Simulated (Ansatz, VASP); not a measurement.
# Cross-check of BaNaBiWO6 between VASP and Ansatz, part 2 of 2

Wanted: the spread between two codes on one cell, functional and k mesh. The cell is taken from a series of runs on this material, whose earlier steps may have relaxed, scaled, displaced or heated it; both programs get it as it stands.

VASP 6.6.1 and Ansatz 0.2.0.

So far: The starting structure; VASP: G0W0 gap, PBE0 form with 5 % exact exchange with an exact-exchange share of 0.05.

## Step 3: Ansatz: G0W0 gap, PBE0 form with 5 % exact exchange with an exact-exchange share of 0.05

Level of this step: Ansatz beside VASP: G0W0 on Kohn-Sham DFT, plane waves, PBE0 form with 5 % exact exchange (Ansatz).

Ansatz runs on its PAW soft_1 files.

The same cell, functional and mesh now go to Ansatz, which takes its cutoff from its data sets.

File input.yaml:

```yaml
crystal:
  lattice:
    - [0.0, 4.28260784, 4.28260784]
    - [4.28260784, 0.0, 4.28260784]
    - [4.28260784, 4.28260784, 0.0]
  atoms:
    - { symbol: Na, position: [0.75, 0.75, 0.75] }
    - { symbol: Ba, position: [0.25, 0.25, 0.25] }
    - { symbol: Bi, position: [0.0, 0.0, 0.0] }
    - { symbol: W, position: [0.5, 0.5, 0.5] }
    - { symbol: O, position: [0.7261785325, 0.2738214675, 0.2738214675] }
    - { symbol: O, position: [0.2738214675, 0.7261785325, 0.7261785325] }
    - { symbol: O, position: [0.7261785325, 0.7261785325, 0.2738214675] }
    - { symbol: O, position: [0.2738214675, 0.2738214675, 0.7261785325] }
    - { symbol: O, position: [0.2738214675, 0.7261785325, 0.2738214675] }
    - { symbol: O, position: [0.7261785325, 0.2738214675, 0.7261785325] }
kpoints:
  mp_grid: { grid: [2, 2, 2] }
hamiltonian:
  xc: { exchange: pbe, correlation: pbe, exx: { coeff: 0.05 } }
  pseudopotentials: { kind: paw, azcp: { folder: soft_1 } }
scf:
  occupations: { method: fixed }
gw:
  n_empty_bands: 655
  ecut_chi: 150.0
  qp_bands: [v3, c3]
  qp_kpoints: band_edges
  screening: { model: contour_deformation }
```

Run with:

```console
$ ansatz run input.yaml --threads 2 --pin off --max-ram 92160MiB --backend cuda --events-out ev --progress --plain --runs-dir out --devices 1 --max-vram 13GiB
```

Numbers of over 12 decimals in the logs are rounded to 6 here.

The log of the run:

```text
GPUs: using 1 of 1 available (devices: 1).
Engine: ansatz 0.2.0, x86_64-unknown-linux-gnu
Pseudopotentials: kind: paw
Pseudopotential: Na, paw, valence charge 9, recommended cutoff 420 eV (normal), soft_1/Na.paw.azcp
Pseudopotential: Ba, paw, valence charge 10, recommended cutoff 420 eV (normal), soft_1/Ba.paw.azcp
Pseudopotential: Bi, paw, valence charge 15, recommended cutoff 420 eV (normal), soft_1/Bi.paw.azcp
Pseudopotential: W, paw, valence charge 14, recommended cutoff 420 eV (normal), soft_1/W.paw.azcp
Pseudopotential: O, paw, valence charge 6, recommended cutoff 420 eV (normal), soft_1/O.paw.azcp
Functional definition: unnamed
  parameter a_1 = 0.05
  exchange = (1 - a_1)*pbe_x + a_1*exact_x
  correlation = pbe_c
davidson cushion auto → on  (no smearing: the cushion is to keep the highest requested band from converging to the state above it; pin scf.eigensolver.cushion to override)
device memory: the entry about to start is reckoned to put 2.5 GiB on a device that reports 51.2 GiB free (of which the cap on the GPU budget leaves the run 13.0 GiB)
GPU FFT provider: cuFFT
GPU libraries: cuBLAS 13.8.2, cuFFT 12.4.0, cuSOLVER 12.3.4
Crystal: 10 atoms, lattice volume = 157.092 Å³
Basis set: ecut = 420 eV, 3119 PW (Γ)
Bands: 52, of which v1, the nominal top of the filled ones, is band 42 counted from 1 (41 counted from 0)
Symmetry: 24 space group operations
Space group: F-43m (ITA 216), of the structure as read, at distance tolerance 5.4e-5 Å
k-points: 3 of 8
Non-local potential: Na, projectors of the file, l = 0: 3, l = 1: 2, l = 2: 1
Non-local potential: Ba, projectors of the file, l = 0: 3, l = 1: 2, l = 2: 2, l = 3: 2
Non-local potential: Bi, projectors of the file, l = 0: 2, l = 1: 2, l = 2: 2, l = 3: 1
Non-local potential: W, projectors of the file, l = 0: 3, l = 1: 2, l = 2: 2, l = 3: 1
Non-local potential: O, projectors of the file, l = 0: 2, l = 1: 2, l = 2: 1
PAW form: soft (Blöchl's): semilocal exchange-correlation on the pseudo side does not see the compensation charge
PAW frozen core: Na, regenerated for the run's functional, and the local potential with it (the file was generated under x = pbe(κ = 0.804, μ = 0.219515), c = pbe(β = 0.066725))
PAW frozen core: Ba, regenerated for the run's functional, and the local potential with it (the file was generated under x = pbe(κ = 0.804, μ = 0.219515), c = pbe(β = 0.066725))
PAW frozen core: Bi, regenerated for the run's functional, and the local potential with it (the file was generated under x = pbe(κ = 0.804, μ = 0.219515), c = pbe(β = 0.066725))
PAW frozen core: W, regenerated for the run's functional, and the local potential with it (the file was generated under x = pbe(κ = 0.804, μ = 0.219515), c = pbe(β = 0.066725))
PAW frozen core: O, regenerated for the run's functional, and the local potential with it (the file was generated under x = pbe(κ = 0.804, μ = 0.219515), c = pbe(β = 0.066725))
PAW one-centre angular grid: Na, 110 points (default); XC on 64 Gauss nodes
PAW one-centre angular grid: Ba, 194 points (default); XC on 64 Gauss nodes
PAW one-centre angular grid: Bi, 590 points (default); XC on 64 Gauss nodes
PAW one-centre angular grid: W, 590 points (default); XC on 64 Gauss nodes
PAW one-centre angular grid: O, 110 points (default); XC on 64 Gauss nodes
Initial density: superposition of atomic densities (chi_scale 0.1, normalization cell, long waves kept (reshape's long-wave potential 0.01 eV rms))
Initial wavefunctions: pseudopotential atomic-orbital guess
GPU buffer pool allocated for 91125 grid points (all kernels)
GPU transforms: local potential and band sums: pruned to the plane-wave sphere, on 45×45×45
Functional: x = pbe(κ = 0.804, μ = 0.219515), c = pbe(β = 0.066725), warm-up for x = 0.95 pbe(κ = 0.804, μ = 0.219515) + 0.05 exact, c = pbe(β = 0.066725)
SCF iter   1: F=—  HF=-33635.282606 eV  |F-HF|=—  |Δ(HF+E_count)|=         —  Δρ=7.44e-2  dr2=1.54e1  ethr=1.00e-1  ⟨swp⟩=6.3  Hψ=499  notcnv=0
preconditioner: auto → none  [insulator: Δε(μ)=2.808 eV  Ē_g=14.269 eV  n_scr=50 (ndim 8)  ℏωp=24.1 eV  f_vac=0.000]
SCF iter   2: F=—  HF=-33634.164606 eV  |F-HF|=—  |Δ(HF+E_count)|=    1.12e0  Δρ=7.55e-2  dr2=1.77e1  ethr=1.83e-2  ⟨swp⟩=4.3  Hψ=450  notcnv=0
iter 3 solved again at ethr=1.53e-3 eV; its pass at ethr=1.83e-2 eV (dr2=1.28e0 eV) is discarded
SCF iter   3: F=—  HF=-33631.391304 eV  |F-HF|=—  |Δ(HF+E_count)|=    2.77e0  Δρ=2.46e-2  dr2=1.30e0  ethr=1.53e-3  ⟨swp⟩=4.0  Hψ=724  notcnv=0  defer=2
SCF iter   4: F=—  HF=-33631.207150 eV  |F-HF|=—  |Δ(HF+E_count)|=   1.84e-1  Δρ=7.08e-3  dr2=3.56e-2  ethr=1.53e-3  ⟨swp⟩=3.7  Hψ=369  notcnv=0  defer=1
SCF iter   5: F=—  HF=-33631.228715 eV  |F-HF|=—  |Δ(HF+E_count)|=   2.16e-2  Δρ=2.48e-3  dr2=1.05e-2  ethr=4.24e-5  ⟨swp⟩=5.3  Hψ=463  notcnv=0  defer=1
[...]
Functional: x = 0.95 pbe(κ = 0.804, μ = 0.219515) + 0.05 exact, c = pbe(β = 0.066725)
[...]
Frozen-core exchange: fock
SCF iter   1: F=—  HF=-33631.444478 eV  |F-HF|=—  |Δ(HF+E_count)|=         —  Δρ=1.46e-5  dr2=7.56e-7  ethr=3.35e-9  ⟨swp⟩=3.3  Hψ=361  notcnv=0
preconditioner: auto → none  [insulator: Δε(μ)=2.318 eV  Ē_g=15.708 eV  n_scr=50 (ndim 8)  ℏωp=25.1 eV  f_vac=0.066]
iter 2 solved again at ethr=1.97e-11 eV; its pass at ethr=8.99e-10 eV (dr2=1.65e-8 eV) is discarded
SCF iter   2: F=-33631.444478 eV  HF=-33631.444478 eV  |F-HF|=1.16e-8  |Δ(HF+E_count)|=   1.62e-7  Δρ=2.57e-6  dr2=1.42e-8  ethr=1.97e-11  ⟨swp⟩=5.3  Hψ=803  notcnv=0  defer=1
eigensolver tolerance schedule: the retry pair's looser diagonalisation over-reported the residual by 0.18 of it (diagonalisation noise at 0.19 of the residual, at the tolerance the schedule requests for it); recorded, not acted on — ethr = c·dr2/N_el stays at c = 1.0e-1
SCF 3 converged in 2 iterations: F = -33631.444478 eV  dr2 = 1.42e-8
hybrid outer 2: dexx = +4.900e-9 eV, tail = 2.92e-8 eV, Δε = 7.11e-4 eV (about 2.24e-4 eV left of the loop's levels)
device memory: the entry about to start is reckoned to put 3.7 GiB on a device that reports 49.7 GiB free (of which the cap on the GPU budget leaves the run 13.0 GiB)
NSCF: frozen V_eff on 3 k-points
Exchange-term sweep: 0 of 3 (spin, k) points
Exchange-term sweep: 1 of 3 (spin, k) points
Exchange-term sweep: 2 of 3 (spin, k) points
Exchange-term sweep: 3 of 3 (spin, k) points
G₀W₀ screening: q 1/3
[... further progress lines ...]
device memory: the entry about to start is reckoned to put 1.1 GiB on a device that reports 52.7 GiB free (of which the cap on the GPU budget leaves the run 13.0 GiB)
NSCF: frozen V_eff on 1 k-points
device memory: the entry about to start is reckoned to put 1.1 GiB on a device that reports 54.0 GiB free (of which the cap on the GPU budget leaves the run 13.0 GiB)
NSCF: frozen V_eff on 1 k-points
hybrid SCF converged: 2 outer / 8 inner (+6 warm-up), last move |dexx| = 4.90e-9 eV, tail = 2.92e-8 eV
Stability not checked: this state was not tested for a lower state beside it, because the functional holds exact exchange (a hybrid, or Hartree-Fock), whose exchange loop this test does not read (fock_operator; see scf.lower_state_search)
Free energy (F): -33631.444478 eV
Frozen-core exchange: fock
Harris-Foulkes:  -33631.444478 eV  (|F-HF|=1.16e-8)
Internal energy: -33631.444478 eV  (E = F + TS)
E sigma→0 (E₀):  -33631.444478 eV
Fermi energy:    8.158034 eV
--- Per-component energies (eV) ---
  E_band       = -647.526285
  E_kinetic    = 1945.534479
  E_local      = -6398.856405  (includes V_loc(G=0)·N_el)
  E_nonlocal   = 1067.864962
  E_hartree    = 2355.915217
  E_xc         = -1035.574843
  E_vxc        = -1037.429371  (∫ρ·V_xc dr)
  E_exx        = -57.336517  (= α·E_x^exact, valence–valence)
  E_paw        = -25690.936599  (= ΣΔE_a)
  E_vpaw       = -821.799004  (= ΣTr[D̂ρ^β])
  E_aug_tail   = 0.004890  (compensation charges beyond the density's cutoff)
  E_ewald      = -5817.437170
  E_core_change = -0.622493  (= ΣΔE_core)
  E_smearing   = -0.000000  (= −TS)
  E_closure    = -0.000000  (closes the sum)
  Σ components = -33631.444478   (vs F -33631.444478, Δ=-7.28e-12)
--- Band table (eV) ---
  k-point 0: bands = [... 38 lower, 6.4129, 7.2669, 7.2669, 7.2669, 10.9355, 10.9355, 10.9355, 12.3639, ... 1 higher]
  k-point 1: bands = [... 38 lower, 6.7552, 6.7552, 7.0118, 8.1580, 10.4763, 10.9996, 10.9996, 12.4912, ... 1 higher]
  k-point 2: bands = [... 38 lower, 6.2217, 6.5997, 6.5997, 7.2466, 10.7128, 11.6610, 11.6610, 13.2813, ... 1 higher]
  guard bands above this table: 5 of the run's 52 bands. The solve was not asked for them (output.publish_guard_bands: true or output.eigenvalues: true publishes all)
--- G₀W₀: contour deformation, 7 samples at zero and on the imaginary axis and 1 off it, 8 q-points, 655 empty bands' worth ---
  eigenvalues of the whole cell's RPA ε∞ on this k-mesh (on a slab, of 1 + 4πα/V) = 6.5271, 6.5271, 6.5271; static W/v taken at q = 0 is 0.153208
  bands read: the sum over 697 bands ends inside a degenerate multiplet in 1 slot, whose members it reads at an even weight; the widest, k=0: bands 697 to 698 (counted from 1) at 1/2 each
  gw.qp_kpoints: band_edges: 3 of 3 stored k-points solved, in 1 pass; an edge of the gap read off the rows below is read off those points alone
    ik  band        ε_KS         Σx   Σc(E_QP)       V_xc       Z   E_QP_lin       E_QP  E_QP is
     0    40      7.2669   -25.7997     4.6992   -20.8614  0.7139     7.0267     7.0279  root
     0    41      7.2669   -25.7997     4.6992   -20.8614  0.7139     7.0267     7.0279  root
     0    42      7.2669   -25.7997     4.6992   -20.8614  0.7139     7.0267     7.0279  root
     0    43     10.9355   -14.6234    -4.5033   -19.6294  0.7629    11.4423    11.4382  root
     0    44     10.9355   -14.6234    -4.5033   -19.6294  0.7629    11.4423    11.4382  root
     0    45     10.9355   -14.6234    -4.5033   -19.6294  0.7629    11.4423    11.4382  root
     1    40      6.7552   -25.0324     4.6194   -20.1218  0.7136     6.4621     6.4640  root
     1    41      7.0118   -25.4295     4.7590   -20.3967  0.7115     6.7364     6.7380  root
     1    42      8.1580   -25.6800     3.0027   -22.4862  0.7516     7.9664     7.9670  root
     1    43     10.4763   -13.0607    -4.3040   -17.7890  0.7779    10.9034    10.9008  root
     1    44     10.9996   -14.3462    -4.3525   -19.2037  0.7665    11.5087    11.5046  root
     1    45     10.9996   -14.3462    -4.3525   -19.2037  0.7665    11.5087    11.5046  root
     2    40      6.5997   -24.8565     4.7592   -19.7643  0.7102     6.2641     6.2667  root
     2    41      6.5997   -24.8565     4.7592   -19.7643  0.7102     6.2641     6.2667  root
     2    42      7.2466   -25.7294     4.6903   -20.7944  0.7140     7.0007     7.0019  root
     2    43     10.7128   -13.7009    -4.6662   -18.8306  0.7700    11.1797    11.1763  root
     2    44     11.6610   -16.6105    -4.6530   -21.9015  0.7436    12.3067    12.2990  root
     2    45     11.6610   -16.6105    -4.6530   -21.9015  0.7436    12.3067    12.2990  root
```

The column dr2 measures how far the density is from self-consistency, as an energy; F and HF (Harris–Foulkes) agree once it is small.

## Step 4: Side by side

Known differences besides the potentials themselves: exact exchange at q = 0 is treated differently, which shows on coarse meshes; VASP keeps PBE cores, Ansatz makes them for the functional; fixed occupations in Ansatz, narrow Gaussian smearing in VASP; the data sets hold 84 valence electrons in Ansatz (on its PAW soft_1 files) and 86 in VASP; the cutoff is 420 eV in Ansatz and 440 eV in VASP; Ansatz integrates over frequency by contour deformation, VASP on a grid of NOMEGA points; Ansatz's G0W0 levels solve the quasiparticle equation, VASP's are linearised. Total energies have different zeros and are not compared.

Both answers:

```
                   quantity  Ansatz  VASP  difference
  G0W0 gap on the mesh (eV)    2.93  3.45       -0.52
Kohn-Sham gap under it (eV)    2.32  2.32       -0.01
```

VASP's log warns that its frequency grid doesn't suit quasiparticle energies on this mesh.

## Step 5: Summary of results

```yaml
difference_in_g0w0_gap_on_the_mesh_g0w0_gap_pbe0_form_with_5_exact_exchange_with_an_exact_exchange_share_of_0p05: -0.52 eV
```

The difference in G0W0 gap on the mesh is -0.52 eV (G0W0 gap, PBE0 form with 5 % exact exchange with an exact-exchange share of 0.05). The data sets hold unlike numbers of valence electrons (84 in Ansatz and 86 in VASP), so part of the differences may come from the potentials. What causes the difference of the G0W0 gap, PBE0 form with 5 % exact exchange with an exact-exchange share of 0.05 pair stays open here. How closely two codes agree says nothing of how well the functional describes the real material.

[Lines on the potential files, build, host, timing and source positions are cut from VASP's logs without a mark.]

[Logs are printed without paths, hosts, clocks, repeated set-up lines and the standing remarks that a program may print on its own settings, such as how far it seeks lower states.]

[Hosts, paths, dates, database ids (printed as entryN), source tags and the programs' standing remarks are cut or masked in the printed files.]
